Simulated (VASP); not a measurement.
Input:

```xyz
2
Lattice="0.0000 2.7522 2.7522 2.7522 0.0000 2.7522 2.7522 2.7522 0.0000" Properties=species:S:1:pos:R:3 pbc="T T T"
Ga     0.0000     0.0000     0.0000
P      1.3761     1.3761     1.3761
```

The numbers are results of PW91 GGA, VASP's PBE PAW potentials (set 64) (plane waves; VASP 6.6.1), not measurements. Numerical set-up: 520 eV cut-off, Gaussian smearing of 0.050 eV, potentials Ga_d P.

Give the energies of bands 7 to 12 at the high-symmetry points, in eV from the valence-band maximum.

```json
[
 {"band": "7", "Γ": "0.00", "X": "-6.62", "U": "-6.42", "L": "-6.47", "W": "-6.42"},
 {"band": "8", "Γ": "0.00", "X": "-2.58", "U": "-3.78", "L": "-1.07", "W": "-3.43"},
 {"band": "9", "Γ": "0.00", "X": "-2.58", "U": "-2.16", "L": "-1.07", "W": "-3.28"},
 {"band": "10", "Γ": "1.56", "X": "1.71", "U": "2.21", "L": "1.58", "W": "4.70"},
 {"band": "11", "Γ": "3.90", "X": "1.85", "U": "4.75", "L": "4.73", "W": "4.74"},
 {"band": "12", "Γ": "3.90", "X": "10.36", "U": "8.14", "L": "4.73", "W": "6.01"}
]
```

The gap is direct, 1.56 eV, from the valence maximum at Γ to the conduction minimum at Γ.

Measured: gap 2.43 eV (computed value off by -0.87 eV), as given by Wei Chen et al., Physical Review Materials (2018), doi:10.1103/physrevmaterials.2.073803 [zero-point renormalisation of 0.08 eV added back (the table's ZPR column)].

The compound is GaP in the zinc blende structure. It was relaxed first.
